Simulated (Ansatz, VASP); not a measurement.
**MoSeS: VASP beside Ansatz**

One calculation is typed for both programs; each brings its own data sets. How far apart do they land? The cell is taken from a series of runs on this material, whose earlier steps may have relaxed, scaled, displaced or heated it; both programs get it as it stands.

Calculated with Ansatz 0.2.0; plane waves, with VASP 6.6.1 beside it; PBEsol.

## Step 1: Set-up

The cell holds 3 atoms: 1 Mo, 1 S and 1 Se. Cell: a = 3.107 Å, b = 3.179 Å, c = 30.400 Å, α = 90.0°, β = 90.0°, γ = 119.3°. Vacuum lies along c.

## Step 2: VASP: zone-centre phonons, PBEsol, pair 1

Second derivatives magnify differences that forces hide, and they need a tight electronic threshold.

Lines of VASP's logs that name or quote its potential files are left out, and so is its time.

INCAR

```
SYSTEM = MoSeS
PREC = Accurate
ENCUT = 500
EDIFF = 1E-08
NELM = 120
ISMEAR = 0
SIGMA = 0.01
LREAL = .FALSE.
ALGO = Normal
GGA = PS
NBANDS = 19
LASPH = .TRUE.
LORBIT = 11
LWAVE = .FALSE.
LCHARG = .FALSE.
ISIF = 2
IBRION = 8
GGA_COMPAT = .FALSE.
EFERMI = MIDGAP
NELMDL = -8
KPAR = 2
```

POSCAR

```
MoSeS
1.0
    3.1070149424      0.0000000000      0.0000000000
   -1.5535074712      2.7739730620      0.0000000000
    0.0000000000      0.0000000000     30.4000000000
Mo S Se
1 1 1
Direct
    0.3346168582      0.6692337163      0.3297633829
    0.6659380930      0.3318761860      0.3804580076
    0.6661117155      0.3322234310      0.2733312411
```

KPOINTS

```
Automatic mesh
0
Gamma
12 12 1
0 0 0
```

PAW data sets: Mo_sv, S and Se (PBE family, release 64).

Command:

```console
mpirun -np 2 vasp_std
```

Numbers of over 12 decimals in the logs are rounded to 6 here.

The log of the run:

```text
[banner, memory and clock lines left out]
running    2 mpi-ranks, on    1 nodes
 distrk:  each k-point on    1 cores,    2 groups
 distr:  one band on    1 cores,    1 groups

 POSCAR found type information on POSCAR MoS Se
 POSCAR found :  3 types and       3 ions
|                                                                             |
|               ----> ADVICE to this user running VASP <----                  |
|                                                                             |
|     You enforced a specific xc type in the INCAR file but a different       |
|     [... a line on the potential file left out ...]
|     I HOPE YOU KNOW WHAT YOU ARE DOING!                                     |
|                                                                             |

 LDA part: xc-table for (Slater+PW92), standard interpolation
 POSCAR, INCAR and KPOINTS ok, starting setup
 FFT: planning ... GRIDC
 FFT: planning ... GRID_SOFT
 FFT: planning ... GRID
 WAVECAR not read
 entering main loop
       N       E                     dE             d eps       ncg     rms          rms(c)
DAV:   1     0.149523245376E+03    0.14952E+03   -0.12581E+04  2314   0.993E+02
DAV:   2    -0.109845564503E+02   -0.16051E+03   -0.15719E+03  2295   0.212E+02
DAV:   3    -0.235409644972E+02   -0.12556E+02   -0.12502E+02  2281   0.558E+01
DAV:   4    -0.236841476461E+02   -0.14318E+00   -0.14283E+00  2155   0.662E+00
DAV:   5    -0.236867470744E+02   -0.25994E-02   -0.25991E-02  2144   0.860E-01
DAV:   6    -0.236868402808E+02   -0.93206E-04   -0.93205E-04  2183   0.150E-01
DAV:   7    -0.236868445121E+02   -0.42312E-05   -0.42311E-05  2174   0.281E-02
DAV:   8    -0.236868447082E+02   -0.19617E-06   -0.19613E-06  2216   0.567E-03    0.234E+01
DAV:   9    -0.227866815500E+02    0.90016E+00   -0.77439E+00  1797   0.179E+01    0.751E+00
DAV:  10    -0.226693987937E+02    0.11728E+00   -0.46761E+00  1752   0.121E+01    0.573E+00
DAV:  11    -0.224520516304E+02    0.21735E+00   -0.12516E+00  1774   0.664E+00    0.129E+00
DAV:  12    -0.224480913316E+02    0.39603E-02   -0.46791E-02  1911   0.137E+00    0.744E-01
DAV:  13    -0.224455319643E+02    0.25594E-02   -0.11140E-02  1866   0.754E-01    0.164E-01
DAV:  14    -0.224453600856E+02    0.17188E-03   -0.12179E-03  2128   0.200E-01    0.666E-02
[...]
DAV:  24    -0.224461560186E+02   -0.67581E-05   -0.18311E-07  1602   0.986E-04    0.227E-04
DAV:  25    -0.224461586306E+02   -0.26120E-05   -0.47447E-08  1820   0.540E-04    0.218E-04
DAV:  26    -0.224461600425E+02   -0.14119E-05   -0.19460E-08  1705   0.343E-04    0.491E-05
DAV:  27    -0.224461605366E+02   -0.49412E-06   -0.30505E-09  1691   0.155E-04    0.601E-05
DAV:  28    -0.224461606951E+02   -0.15850E-06    0.39031E-11  1445   0.896E-05    0.257E-05
DAV:  29    -0.224461607226E+02   -0.27469E-07    0.64772E-10  1256   0.456E-05    0.929E-06
DAV:  30    -0.224461607373E+02   -0.14739E-07    0.70771E-10  1090   0.277E-05    0.613E-06
DAV:  31    -0.224461607409E+02   -0.35848E-08    0.74137E-10  1105   0.162E-05
   1 F= -.22446161E+02 E0= -.22446161E+02  d E =0.000000E+00
 Linear response reoptimize wavefunctions to high precision
DAV:   1    -0.224461607412E+02   -0.27603E-09    0.75327E-10  1208   0.721E-06
DAV:   2    -0.224461607412E+02    0.20009E-10    0.76678E-10  1114   0.256E-06
 Linear response DOF=           9
 Linear response progress:
  Degree of freedom:   1/  9
       N       E                     dE             d eps       ncg     rms          rms(c)
RMM:   1    -0.763845104242E+00   -0.76385E+00    0.38353E+00  3019   0.207E+01
RMM:   2    -0.560306931982E+00    0.20354E+00   -0.29072E-01  4207   0.367E+00    0.181E-01
RMM:   3    -0.559369236018E+00    0.93770E-03   -0.74245E-03  5668   0.568E-01    0.969E-02
RMM:   4    -0.558264723310E+00    0.11045E-02   -0.71215E-04  6525   0.186E-01    0.347E-02
RMM:   5    -0.558110616085E+00    0.15411E-03   -0.10622E-04  6740   0.564E-02    0.645E-03
RMM:   6    -0.558185463054E+00   -0.74847E-04   -0.92496E-05  6186   0.192E-02    0.211E-03
[...]
RMM:  10    -0.762163035471E+00    0.66265E-06   -0.54915E-07  3618   0.720E-04    0.115E-04
RMM:  11    -0.762163602993E+00   -0.56752E-06   -0.60673E-07  3289   0.439E-04    0.613E-05
RMM:  12    -0.762163163254E+00    0.43974E-06   -0.27780E-07  3253   0.246E-04    0.419E-05
RMM:  13    -0.762163273415E+00   -0.11016E-06    0.37362E-07  3129   0.211E-04    0.161E-05
RMM:  14    -0.762163369867E+00   -0.96452E-07   -0.55188E-08  3241   0.936E-05    0.117E-05
RMM:  15    -0.762163477668E+00   -0.10780E-06   -0.21892E-10  3123   0.685E-05    0.619E-06
RMM:  16    -0.762163469946E+00    0.77218E-08   -0.74087E-08  3688   0.292E-05    0.342E-06
 first order change of Fermi-energy  -0.11093E+01
 force on displaced ion       1 direction 3 :   0.000   0.076 -29.936
 Linear response progress:
  Degree of freedom:   4/  9
       N       E                     dE             d eps       ncg     rms          rms(c)
RMM:   1    -0.104877946474E+00   -0.10488E+00   -0.12594E-01  6944   0.174E+00
RMM:   2    -0.902984379352E-01    0.14580E-01   -0.11924E-02  4688   0.545E-01    0.126E-01
RMM:   3    -0.906508488878E-01   -0.35241E-03   -0.48573E-04  4766   0.121E-01    0.725E-02
RMM:   4    -0.908977403256E-01   -0.24689E-03   -0.68593E-05  4904   0.484E-02    0.136E-02
[...]
RMM:  12    -0.921834108971E-01   -0.13368E-06   -0.48268E-09  2966   0.239E-05    0.567E-06
RMM:  13    -0.921834016346E-01    0.92624E-08    0.83855E-10  3017   0.107E-05    0.232E-06
 first order change of Fermi-energy   0.29683E+00
 force on displaced ion       2 direction 2 :  -0.000  -9.983   0.450
 Linear response progress:
  Degree of freedom:   6/  9
       N       E                     dE             d eps       ncg     rms          rms(c)
RMM:   1    -0.174607812885E+00   -0.17461E+00   -0.11453E-01  4106   0.185E+00
RMM:   2    -0.157395338693E+00    0.17212E-01   -0.14711E-02  2762   0.596E-01    0.370E-01
RMM:   3    -0.157519797449E+00   -0.12446E-03   -0.11148E-03  2614   0.185E-01    0.275E-01
RMM:   4    -0.157759154890E+00   -0.23936E-03   -0.54210E-04  2521   0.135E-01    0.690E-02
RMM:   5    -0.157653078374E+00    0.10608E-03   -0.25019E-04  2486   0.965E-02    0.297E-02
RMM:   6    -0.157666897777E+00   -0.13819E-04   -0.13009E-05  2720   0.227E-02    0.698E-03
RMM:   7    -0.157667962466E+00   -0.10647E-05   -0.12789E-06  2987   0.605E-03    0.311E-03
RMM:   8    -0.157671318585E+00   -0.33561E-05   -0.14976E-07  2941   0.141E-03    0.122E-03
RMM:   9    -0.157674427375E+00   -0.31088E-05   -0.11888E-08  2719   0.845E-04    0.730E-04
RMM:  10    -0.157677371987E+00   -0.29446E-05   -0.10045E-08  2932   0.418E-04    0.166E-04
RMM:  11    -0.157678579751E+00   -0.12078E-05   -0.22429E-08  2770   0.325E-04    0.140E-04
RMM:  12    -0.157680654713E+00   -0.20750E-05   -0.30872E-08  2848   0.283E-04    0.703E-05
RMM:  13    -0.157681473593E+00   -0.81888E-06   -0.16565E-08  2955   0.131E-04    0.377E-05
RMM:  14    -0.157681662128E+00   -0.18853E-06    0.56922E-08  2901   0.876E-05    0.226E-05
RMM:  15    -0.157681631698E+00    0.30430E-07    0.35741E-08  3164   0.769E-05    0.188E-05
RMM:  16    -0.157681705645E+00   -0.73948E-07    0.20310E-08  2980   0.373E-05    0.680E-06
RMM:  17    -0.157681689825E+00    0.15820E-07    0.42542E-08  2977   0.288E-05    0.836E-06
RMM:  18    -0.157681697913E+00   -0.80876E-08   -0.53767E-09  2877   0.166E-05    0.192E-06
 first order change of Fermi-energy   0.40372E+00
 force on displaced ion       2 direction 3 :   0.000   0.452 -17.258
 Linear response progress:
  Degree of freedom:   7/  9
       N       E                     dE             d eps       ncg     rms          rms(c)
RMM:   1    -0.722339913135E-01   -0.72234E-01   -0.23887E-02  6913   0.123E+00
RMM:   2    -0.662299134654E-01    0.60041E-02   -0.67387E-03  4692   0.363E-01    0.857E-02
RMM:   3    -0.663751218365E-01   -0.14521E-03   -0.55521E-04  4928   0.758E-02    0.513E-02
RMM:   4    -0.665274637963E-01   -0.15234E-03   -0.67813E-05  4886   0.407E-02    0.620E-03
RMM:   5    -0.665078565954E-01    0.19607E-04   -0.45234E-06  5168   0.913E-03    0.214E-03
RMM:   6    -0.665034875121E-01    0.43691E-05   -0.21392E-07  5373   0.281E-03    0.637E-04
RMM:   7    -0.665053010127E-01   -0.18135E-05    0.25352E-08  5200   0.595E-04    0.114E-04
RMM:   8    -0.665056689794E-01   -0.36797E-06    0.96503E-09  5499   0.161E-04    0.357E-05
RMM:   9    -0.665057038842E-01   -0.34905E-07   -0.19375E-09  5360   0.498E-05    0.112E-05
RMM:  10    -0.665057055914E-01   -0.17072E-08   -0.96913E-09  5244   0.154E-05    0.460E-06
 first order change of Fermi-energy  -0.11513E-03
 force on displaced ion       3 direction 1 :  -8.982  -0.002  -0.001
 Linear response progress:
  Degree of freedom:   8/  9
       N       E                     dE             d eps       ncg     rms          rms(c)
RMM:   1    -0.737659859809E-01   -0.73766E-01   -0.23311E-02  3981   0.124E+00
RMM:   2    -0.674980948715E-01    0.62679E-02   -0.67910E-03  2705   0.366E-01    0.867E-02
RMM:   3    -0.676442257838E-01   -0.14613E-03   -0.55042E-04  2853   0.763E-02    0.522E-02
RMM:   4    -0.678030315108E-01   -0.15881E-03   -0.63465E-05  2853   0.422E-02    0.826E-03
RMM:   5    -0.677894971817E-01    0.13534E-04   -0.70530E-06  2779   0.111E-02    0.462E-03
RMM:   6    -0.677765110436E-01    0.12986E-04   -0.84655E-07  2870   0.554E-03    0.113E-03
RMM:   7    -0.677762431606E-01    0.26788E-06   -0.81404E-08  3126   0.136E-03    0.483E-04
RMM:   8    -0.677779595366E-01   -0.17164E-05   -0.75722E-10  3016   0.439E-04    0.136E-04
RMM:   9    -0.677781756510E-01   -0.21611E-06   -0.19355E-10  3014   0.131E-04    0.327E-05
RMM:  10    -0.677781303743E-01    0.45277E-07    0.11524E-08  3115   0.423E-05    0.124E-05
RMM:  11    -0.677781074815E-01    0.22893E-07    0.43982E-10  3002   0.183E-05    0.442E-06
RMM:  12    -0.677781153307E-01   -0.78493E-08   -0.62261E-10  2928   0.724E-06    0.157E-06
 first order change of Fermi-energy   0.31704E+00
 force on displaced ion       3 direction 2 :   0.000  -8.754  -0.372
 Linear response progress:
  Degree of freedom:   9/  9
       N       E                     dE             d eps       ncg     rms          rms(c)
RMM:   1    -0.144237264597E+00   -0.14424E+00   -0.10742E-02  4136   0.140E+00
RMM:   2    -0.134593847279E+00    0.96434E-02   -0.76267E-03  2738   0.397E-01    0.272E-01
RMM:   3    -0.134538141534E+00    0.55706E-04   -0.91944E-04  2641   0.136E-01    0.223E-01
RMM:   4    -0.134667231476E+00   -0.12909E-03   -0.39459E-04  2564   0.115E-01    0.563E-02
RMM:   5    -0.134613064942E+00    0.54167E-04   -0.12909E-04  2490   0.724E-02    0.118E-02
RMM:   6    -0.134612891769E+00    0.17317E-06   -0.84762E-06  2988   0.159E-02    0.545E-03
RMM:   7    -0.134610163358E+00    0.27284E-05   -0.13214E-06  2706   0.599E-03    0.200E-03
RMM:   8    -0.134613540877E+00   -0.33775E-05   -0.11435E-07  2725   0.216E-03    0.886E-04
RMM:   9    -0.134619205370E+00   -0.56645E-05   -0.70344E-08  2924   0.103E-03    0.245E-04
RMM:  10    -0.134621392617E+00   -0.21872E-05   -0.10796E-07  2841   0.495E-04    0.179E-04
RMM:  11    -0.134625524383E+00   -0.41318E-05   -0.19322E-07  2940   0.635E-04    0.168E-04
RMM:  12    -0.134626717376E+00   -0.11930E-05   -0.15530E-07  2911   0.332E-04    0.563E-05
RMM:  13    -0.134627066980E+00   -0.34960E-06   -0.13375E-07  3021   0.181E-04    0.446E-05
RMM:  14    -0.134627114751E+00   -0.47771E-07    0.17259E-08  3023   0.127E-04    0.182E-05
RMM:  15    -0.134627136335E+00   -0.21584E-07    0.19175E-08  3121   0.104E-04    0.143E-05
RMM:  16    -0.134627140095E+00   -0.37606E-08    0.78421E-08  3010   0.547E-05    0.703E-06
 first order change of Fermi-energy   0.70517E+00
 force on displaced ion       3 direction 3 :  -0.000  -0.375 -15.985
 Linear response finished
```

OUTCAR, selected parts (step 2):

```text
ion  position               nearest neighbor table
   1  0.335  0.669  0.330-   2 2.38   2 2.38   2 2.40   3 2.50   3 2.50   3 2.52
   2  0.666  0.332  0.380-   1 2.38   1 2.38   1 2.40
   3  0.666  0.332  0.273-   1 2.50   1 2.50   1 2.52

  LATTYP: Found a base centered orthorhombic cell.
 ALAT       =     3.1070149424
 B/A-ratio  =     1.7856193893
 C/A-ratio  =     9.7843108461

 Subroutine GETGRP returns: Found  2 space group operations
 (whereof  2 operations were pure point group operations)

The static configuration has the point symmetry C_1h.

 Found     43 irreducible k-points:

   k-points           NKPTS =     43   k-points in BZ     NKDIM =     43   number of bands    NBANDS=     19

   dimension x,y,z NGX =    24 NGY =   24 NGZ =  224
   dimension x,y,z NGXF=    48 NGYF=   48 NGZF=  448

   ENCUT  =  500.0 eV  36.75 Ry    6.06 a.u.   5.66  5.80 55.43*2*pi/ulx,y,z

   NELECT =      26.0000    total number of electrons

 k-points in reciprocal lattice and weights: Automatic mesh
   0.00000000  0.00000000  0.00000000       0.007
   0.08333333 -0.00000000  0.00000000       0.028
   0.16666667 -0.00000000  0.00000000       0.028
   0.25000000 -0.00000000  0.00000000       0.028
   0.33333333 -0.00000000  0.00000000       0.028
   0.41666667 -0.00000000  0.00000000       0.028
   0.50000000 -0.00000000  0.00000000       0.014
   0.00000000  0.08333333  0.00000000       0.014
   0.08333333  0.08333333  0.00000000       0.028
[...]
0.16666667  0.41666667  0.00000000       0.014
   0.00000000  0.50000000  0.00000000       0.007

 average (electrostatic) potential at core
       1 -84.1766       2 -94.2348       3 -60.9308

  Total        2.4422363      0.5097884      0.0753193      0.0000000      0.0032530      0.0000000
  in kB       14.9341013      3.1173199      0.4605723      0.0000000      0.0198920      0.0000000
  external PRESSURE =       6.1706645 kB  Pullay stress =       0.0000000 kB

  energy-cutoff  :      500.00
  volume of cell :      262.01
      direct lattice vectors                 reciprocal lattice vectors
     3.107014942  0.000000000  0.000000000     0.321852330  0.180246884  0.000000000
    -1.553507471  2.773973062  0.000000000     0.000000000  0.360493767  0.000000000
     0.000000000  0.000000000 30.400000000     0.000000000  0.000000000  0.032894737

 POSITION                                       TOTAL-FORCE (eV/Angst)
 -----------------------------------------------------------------------------------
      0.00000      1.85644     10.02481         0.000000      0.001097      0.048216
      1.55351      0.92062     11.56592         0.000000      0.000371      0.002847
      1.55351      0.92158      8.30927        -0.000000     -0.001468     -0.051063
 -----------------------------------------------------------------------------------
    total drift:                               -0.000000      0.000254     -0.000282

 Eigenvectors and eigenvalues of the dynamical matrix
 ----------------------------------------------------

   1 f  =   13.428318 THz    84.372612 2PiTHz  447.920481 cm-1    55.535037 meV
             X         Y         Z           dx          dy          dz
      0.000000  1.856436 10.024807    -0.000000    0.029031   -0.580676
      1.553507  0.920616 11.565923     0.000000   -0.051719    0.801582
      1.553507  0.921579  8.309270     0.000000    0.001028    0.129470

   2 f  =   10.883639 THz    68.383921 2PiTHz  363.039120 cm-1    45.011094 meV
             X         Y         Z           dx          dy          dz
      0.000000  1.856436 10.024807     0.622309    0.000000    0.000000
      1.553507  0.920616 11.565923    -0.755722   -0.000000   -0.000000
      1.553507  0.921579  8.309270    -0.203999   -0.000000   -0.000000

   3 f  =   10.691847 THz    67.178858 2PiTHz  356.641640 cm-1    44.217908 meV
             X         Y         Z           dx          dy          dz
      0.000000  1.856436 10.024807    -0.000000    0.621076    0.050561
      1.553507  0.920616 11.565923     0.000000   -0.753409   -0.028110
      1.553507  0.921579  8.309270    -0.000000   -0.204608   -0.037795

   4 f  =    8.786344 THz    55.206225 2PiTHz  293.080877 cm-1    36.337381 meV
             X         Y         Z           dx          dy          dz
      0.000000  1.856436 10.024807     0.000000   -0.010683    0.442866
      1.553507  0.920616 11.565923    -0.000000    0.048026    0.449354
      1.553507  0.921579  8.309270     0.000000   -0.018583   -0.774070

   5 f  =    6.298423 THz    39.574162 2PiTHz  210.092793 cm-1    26.048175 meV
             X         Y         Z           dx          dy          dz
      0.000000  1.856436 10.024807    -0.386688   -0.000000    0.000000
      1.553507  0.920616 11.565923    -0.523389   -0.000000    0.000000
      1.553507  0.921579  8.309270     0.759300    0.000000   -0.000000

   6 f  =    6.218073 THz    39.069307 2PiTHz  207.412599 cm-1    25.715873 meV
             X         Y         Z           dx          dy          dz
      0.000000  1.856436 10.024807    -0.000000    0.386873   -0.025330
      1.553507  0.920616 11.565923    -0.000000    0.522009   -0.002449
      1.553507  0.921579  8.309270     0.000000   -0.759162    0.029359

   7 f/i=    0.000847 THz     0.005320 2PiTHz    0.028244 cm-1     0.003502 meV
             X         Y         Z           dx          dy          dz
      0.000000  1.856436 10.024807    -0.000000   -0.611632    0.299208
      1.553507  0.920616 11.565923    -0.000000   -0.353515    0.172964
      1.553507  0.921579  8.309270    -0.000000   -0.554817    0.271419

   8 f/i=    0.003123 THz     0.019622 2PiTHz    0.104171 cm-1     0.012916 meV
             X         Y         Z           dx          dy          dz
      0.000000  1.856436 10.024807     0.680591    0.000000    0.000000
      1.553507  0.920616 11.565923     0.393636    0.000000    0.000000
      1.553507  0.921579  8.309270     0.617938    0.000000    0.000000

   9 f/i=    0.003402 THz     0.021373 2PiTHz    0.113465 cm-1     0.014068 meV
             X         Y         Z           dx          dy          dz
      0.000000  1.856436 10.024807    -0.000000    0.299238    0.611524
      1.553507  0.920616 11.565923    -0.000000    0.172993    0.353319
      1.553507  0.921579  8.309270    -0.000000    0.271367    0.555062

 ELASTIC MODULI CONTR FROM IONIC RELAXATION (kBar)
 Direction    XX          YY          ZZ          XY          YZ          ZX
 --------------------------------------------------------------------------------
 XX         -86.8566    -66.4773   -209.4238      0.0000      3.5764      0.0000
 YY         -66.4773    -93.1737   -220.2770      0.0000     -2.7228      0.0000
 ZZ        -209.4238   -220.2770   -590.0664      0.0000     -0.1307      0.0000
 XY           0.0000      0.0000      0.0000    -15.0565     -0.0000      4.7060
 YZ           3.5764     -2.7228     -0.1307     -0.0000   -300.1834      0.0000
 ZX           0.0000      0.0000      0.0000      4.7060      0.0000   -267.7443
 --------------------------------------------------------------------------------
```

This run has no spin polarisation, so a moment on Mo, if there is one, isn't seen.

(Part 1 of 2 ends here.)

[Lines on the potential files, build, host, timing and source positions are cut from VASP's logs without a mark.]

[Logs are printed without paths, hosts, clocks, repeated set-up lines and the standing remarks that a program may print on its own settings, such as how far it seeks lower states.]

[Hosts, paths, dates, database ids (printed as entryN), source tags and the programs' standing remarks are cut or masked in the printed files.]
